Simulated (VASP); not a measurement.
# Sn₁₂HBr: molecular dynamics with a thermostat, by thermostat

Sn₁₂HBr, slab, 14 atoms in the cell. PBE, molecular dynamics; PAW potentials Sn, Br, H (PBE set).

| Thermostat | Mean temperature (K) | Rise of the mean potential energy above the start (meV/atom) | Electronic steps per ionic step after the first | Time (s) |
|---|---|---|---|---|
| friction on the slab alone, molecule free | 440 | -3.7 | 4.0 | 470 |
| friction on all atoms | 275 | 0.2 | 4.0 | 478 |
| friction on the molecule alone | 211 | -3.2 | 4.1 | 477 |
| Nose-Hoover on all atoms | 300 | -8.4 | 4.5 | 519 |
| none (NVE) | 379 | -7.1 | 4.5 | 500 |

Limits: 150 fs of 14 atoms are too short for converged averages.

## Input of the first row

INCAR:
```
ALGO     = Fast           # electronic algorithm
EDIFF    = 1E-5           # SCF threshold, eV
ENCUT    = 250            # plane-wave cutoff, eV
GGA      = PE             # functional
IBRION   = 0              # ionic algorithm
ISIF     = 0              # what is computed and relaxed
ISMEAR   = -1             # smearing method
ISYM     = 0            
LANGEVIN_GAMMA= 20 0 0       
LASPH    = True           # aspherical terms in the spheres
LCHARG   = False          # write CHGCAR
LREAL    = Auto         
LWAVE    = False          # write WAVECAR
MDALGO   = 3            
NCORE    = 4            
NELM     = 60             # most SCF steps
NELMIN   = 4            
NSW      = 300            # ionic steps
POTIM    = 0.5            # step
PREC     = Normal         # precision mode
RANDOM_SEED= 740046 0 0   
SIGMA    = 0.05           # smearing width, eV
TEBEG    = 300          
TEEND    = 300           
```

KPOINTS:
```
k-points
0
Monkhorst-Pack
  1 2 1
```

POSCAR:
```
Sn12HBr
1.0
    9.1799430761      0.0000000000      0.0000000000
    0.0000000000      6.4912000000      0.0000000000
    0.0000000000      0.0000000000     24.1189715380
Sn Br H
12 1 1
Selective dynamics
Direct
    0.2500000000      0.0000000000      0.3316891016  F F F
    0.7500000000      0.0000000000      0.3316891016  F F F
    0.5000000000      0.2500000000      0.3316891016  F F F
    0.0000000000      0.2500000000      0.3316891016  F F F
    0.5000000000      0.5000000000      0.4268418225  T T T
    0.0000000000      0.5000000000      0.4268418225  T T T
    0.7500000000      0.7500000000      0.4268418225  T T T
    0.2500000000      0.7500000000      0.4268418225  T T T
    0.7500000000      0.0000000000      0.5219945435  T T T
    0.2500000000      0.0000000000      0.5219945435  T T T
    0.0000000000      0.2500000000      0.5219945435  T T T
    0.5000000000      0.2500000000      0.5219945435  T T T
    0.7500000000      0.2500000000      0.6364272836  T T T
    0.7500000000      0.2500000000      0.6998213631  T T T
```

Commands:
```
cat potpaw_PBE.64/Sn/POTCAR potpaw_PBE.64/Br/POTCAR potpaw_PBE.64/H/POTCAR > POTCAR
mpirun -np 4 vasp_std > vasp.out
```

Changes of the last row against the first:
```
- MDALGO = 3
- LANGEVIN_GAMMA = 20 0 0
+ MDALGO = 1
+ ANDERSEN_PROB = 0.0
```

VASP 6.6.1 took 470 s on 4 cores (Intel Xeon 6975P-C (Granite Rapids)), a shared host.
